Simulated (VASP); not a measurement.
Input of a VASP 6.6.1 run:

INCAR

```
SYSTEM = TiMoSe3
PREC = Normal
ENCUT = 520
EDIFF = 1E-4
ISMEAR = 0
SIGMA = 0.15
LREAL = Auto
LASPH = .TRUE.
NELM = 60
ALGO = Fast
ISIF = 3
LWAVE = .FALSE.
LCHARG = .FALSE.
GGA = PE
IBRION = 2
NSW = 24
EDIFFG = -0.08
```

File KPOINTS:

```
regular mesh
0
G
  3 3 3
  0 0 0
```

POSCAR

```
TiMoSe3
1.0
    3.3000000000      1.9052558900      5.9000000000
   -3.3000000000      1.9052558900      5.9000000000
    0.0000000000     -3.8105117800      5.9000000000
Ti Mo Se
2 2 6
Direct
    0.6450000000      0.6450000000      0.6450000000
    0.3550000000      0.3550000000      0.3550000000
    0.1460000000      0.1460000000      0.1460000000
    0.8540000000      0.8540000000      0.8540000000
    0.7780000000      0.4380000000      0.0490000000
    0.4380000000      0.0490000000      0.7780000000
    0.0490000000      0.7780000000      0.4380000000
    0.2220000000      0.5620000000      0.9510000000
    0.5620000000      0.9510000000      0.2220000000
    0.9510000000      0.2220000000      0.5620000000
```

Potentials or basis: VASP PAW PBE potentials, release 64 (Ti_sv, Mo_sv, Se).

The run is started by

```bash
$ cat potpaw_PBE.64/Ti_sv/POTCAR potpaw_PBE.64/Mo_sv/POTCAR potpaw_PBE.64/Se/POTCAR > POTCAR
$ mpirun -np 1 vasp_std > vasp.out
```

Estimate the relaxed cell.

a = 6.872 Å, b = 6.872 Å, c = 6.872 Å, α = 55.02°, β = 55.02°, γ = 55.02°.

Predict the space group after relaxing (to 0.05 Å).

R-3 (No. 148).

Predict the band gap on the k mesh.

none (metal or under the smearing width).

Stress tensor (GPa, compression positive):
```
-0.45  0.00  0.00
 0.00 -0.45  0.00
 0.00  0.00  0.21
```

Caveat: the k mesh is coarse (spacing up to 0.39 Å⁻¹), so the values aren't converged.
